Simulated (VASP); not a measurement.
Computed with LDA (Ceperley-Alder, Perdew-Zunger), VASP's LDA PAW potentials (set 64) (plane waves; VASP 6.6.1).

VASP ran on this input.

### INCAR
```
SYSTEM = NiAl
PREC = Accurate
ENCUT = 500
EDIFF = 1E-6
NELM = 100
ALGO = Normal
LREAL = .FALSE.
LASPH = .TRUE.
ISMEAR = 1
SIGMA = 0.1
LMAXMIX = 4
LWAVE = .FALSE.
LCHARG = .FALSE.
IBRION = 2
ISIF = 3
NSW = 40
EDIFFG = -0.02
PSTRESS = 300
```

File POSCAR:
```
NiAl
1
    2.7201968403    -0.0000000000    -0.0000000000
   -0.0000000000     2.7201968403    -0.0000000000
   -0.0000000000     0.0000000000     2.7201968403
Al Ni
1 1
Direct
  0.5000000000   0.5000000000   0.5000000000
  0.0000000000   0.0000000000   0.0000000000
```

**KPOINTS**
```
Automatic mesh
0
Gamma
13 13 13
0 0 0
```

POTCAR, in this order: Al Ni (LDA.64 set). Program: vasp_std.

Output

File OSZICAR:
```
       N       E                     dE             d eps       ncg     rms          rms(c)
DAV:   1     0.380991765919E+02    0.38099E+02   -0.57351E+03  1712   0.139E+03
DAV:   2    -0.122810685608E+02   -0.50380E+02   -0.47889E+02  1690   0.210E+02
DAV:   3    -0.135183183721E+02   -0.12372E+01   -0.12281E+01  1912   0.427E+01
DAV:   4    -0.135384989041E+02   -0.20181E-01   -0.20171E-01  1942   0.495E+00
DAV:   5    -0.135390369042E+02   -0.53800E-03   -0.53799E-03  1894   0.841E-01    0.133E+01
DAV:   6    -0.144206742382E+02   -0.88164E+00   -0.47252E+01  1846   0.129E+02    0.126E+01
DAV:   7    -0.120162512730E+02    0.24044E+01   -0.13874E+01  1854   0.764E+01    0.146E+00
DAV:   8    -0.120005164669E+02    0.15735E-01   -0.21252E-01  1902   0.540E+00    0.116E+00
DAV:   9    -0.119829074456E+02    0.17609E-01   -0.53781E-02  1958   0.411E+00    0.160E-01
DAV:  10    -0.119826840678E+02    0.22338E-03   -0.69137E-04  1794   0.325E-01    0.116E-01
DAV:  11    -0.119826728174E+02    0.11250E-04   -0.87812E-05  2236   0.175E-01    0.325E-02
DAV:  12    -0.119826723444E+02    0.47301E-06   -0.29031E-06  1824   0.215E-02
   1 F= -.82137979E+01 E0= -.82137451E+01  d E =-.821380E+01
```

OUTCAR:
```
------------------------ aborting loop because EDIFF is reached ----------------------------------------
  FORCE on cell =-STRESS in cart. coord.  units (eV):
  Direction    XX          YY          ZZ          XY          YZ          ZX
  --------------------------------------------------------------------------------------
  Total        3.7664587      3.7664587      3.7664587      0.0000000      0.0000000     -0.0000000
  in kB      299.8077129    299.8077129    299.8077129      0.0000000      0.0000000     -0.0000000
  external PRESSURE =      -0.1922871 kB  Pullay stress =     300.0000000 kB
  volume of cell :       20.13
      direct lattice vectors                 reciprocal lattice vectors
     2.720196840  0.000000000  0.000000000     0.367620455  0.000000000  0.000000000
     0.000000000  2.720196840  0.000000000     0.000000000  0.367620455  0.000000000
     0.000000000  0.000000000  2.720196840     0.000000000  0.000000000  0.367620455
 POSITION                                       TOTAL-FORCE (eV/Angst)
 -----------------------------------------------------------------------------------
      1.36010      1.36010      1.36010         0.000000      0.000000      0.000000
      0.00000      0.00000      0.00000         0.000000      0.000000      0.000000
 -----------------------------------------------------------------------------------
    total drift:                               -0.000000      0.000000     -0.000000
  FREE ENERGIE OF THE ION-ELECTRON SYSTEM (eV)
  ---------------------------------------------------
  free  energy   TOTEN  =       -11.9826723444 eV

  energy  without entropy=      -11.9825138348  energy(sigma->0) =      -11.98261951
  enthalpy is  TOTEN    =        -8.2137979166 eV   P V=        3.7688744278

 reached required accuracy - stopping structural energy minimisation
```
(Selected blocks of OUTCAR.)

File OUTCAR:
```
 val. band max:       12.1880894707   @ k =   0.3846   0.2308   0.1538

 cond. band min:      12.2859217441   @ k =   0.3846   0.3077   0.1538


 Fermi energy:        12.2163305456

 k-point     1 :       0.0000    0.0000    0.0000
  band No.  band energies     occupation
      1      -0.1804      2.00000
      2       8.0447      2.00000
      3       8.0447      2.00000
      4      10.2641      2.00000
      5      10.2641      2.00000
      6      10.2641      2.00000
      7      18.4727      0.00000
      8      18.4727      0.00000
      9      18.4727      0.00000
     10      21.0116      0.00000

 k-point     2 :       0.0769    0.0000    0.0000
  band No.  band energies     occupation
      1      -0.0574      2.00000
      2       8.0430      2.00000
      3       8.0774      2.00000
      4      10.2049      2.00000
      5      10.2049      2.00000
      6      10.2708      2.00000
      7      17.2426      0.00000
      8      18.6341      0.00000
      9      18.6341      0.00000
     10      20.9996      0.00000

 k-point     3 :       0.1538    0.0000    0.0000
  band No.  band energies     occupation
      1       0.3090      2.00000
      2       8.0052      2.00000
      3       8.1696      2.00000
      4      10.0478      2.00000
      5      10.0478      2.00000
      6      10.2894      2.00000
      7      15.3619      0.00000
      8      19.0985      0.00000
      9      19.0985      0.00000
     10      20.9642      0.00000

 k-point     4 :       0.2308    0.0000    0.0000
  band No.  band energies     occupation
      1       0.9102      2.00000
      2       7.8226      2.00000
      3       8.3035      2.00000
      4       9.8412      2.00000
      5       9.8412      2.00000
      6      10.3158      2.00000
      7      13.6641     -0.00000
      8      19.8184      0.00000
      9      19.8184      0.00000
     10      20.9085      0.00000

 k-point     5 :       0.3077    0.0000    0.0000
...
```

The compound is NiAl in the CsCl type structure. It was relaxed first under an external pressure of 30 GPa. The run is not spin-polarised, so no magnetic state was tried. The electron count is odd and the run is not spin-polarised, which forces a metal.
